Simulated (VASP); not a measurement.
A run of VASP 6.6.1 is set up as follows.

Contents of INCAR:

```
SYSTEM = TaW
  PREC = Accurate
  ENCUT = 520
  EDIFF = 1E-7
  ISMEAR = -1
  SIGMA = 0.05
  LREAL = .FALSE.
  LASPH = .TRUE.
  NELM = 60
  ALGO = Normal
  ISIF = 2
  LWAVE = .FALSE.
  LCHARG = .FALSE.
  LMAXMIX = 4
  LDAU = .TRUE.
  LDAUTYPE = 2
  LDAUL = 2 2
  LDAUU = 4 4
  LDAUJ = 0 0
  LDAUPRINT = 1
  LDIPOL = .TRUE.
  IDIPOL = 3
  DIPOL = 0.5 0.5 0.500
  GGA = PS
  NBANDS = 46
```

KPOINTS

```
regular mesh
0
G
  7 7 1
  0 0 0
```

POSCAR

```
TaW
1.0
    2.8156310853      0.0000000000      0.0000000000
   -0.9649541523      2.6451166123      0.0000000000
    0.0000000000      0.0000000000     26.3034960250
W Ta
3 3
Direct
    0.5000000000      0.5000000000      0.2851332003
    0.5000000000      0.5000000000      0.4570266401
    0.5000000000      0.5000000000      0.6289200798
    0.0000000000      0.0000000000      0.3710799202
    0.0000000000      0.0000000000      0.5429733599
    0.0000000000      0.0000000000      0.7148667997
```

Potentials or basis: VASP PAW PBE potentials, release 64 (W_sv, Ta_pv).

Launch:

```console
$ cat potpaw_PBE.64/W_sv/POTCAR potpaw_PBE.64/Ta_pv/POTCAR > POTCAR
$ mpirun -np 1 vasp_std > vasp.out
```

Estimate the largest force.

0.393 eV/Å.

Predict the band gap on the k mesh.

none (metal or under the smearing width).

Forces in eV/Å, atoms in the order of the input:
```
W    0.000  0.000 -0.029
W    0.000  0.000  0.083
W    0.000  0.000  0.361
Ta   0.000  0.000 -0.393
Ta   0.000  0.000 -0.122
Ta   0.000  0.000  0.100
```

Caveat: the PAW data sets were made with another functional, which shifts forces and pressure a little; U without spin polarisation on a metal has little footing; the U is typed as a test and isn't derived for this compound. Spin-orbit coupling is left out, which matters for the levels of Ta, W.
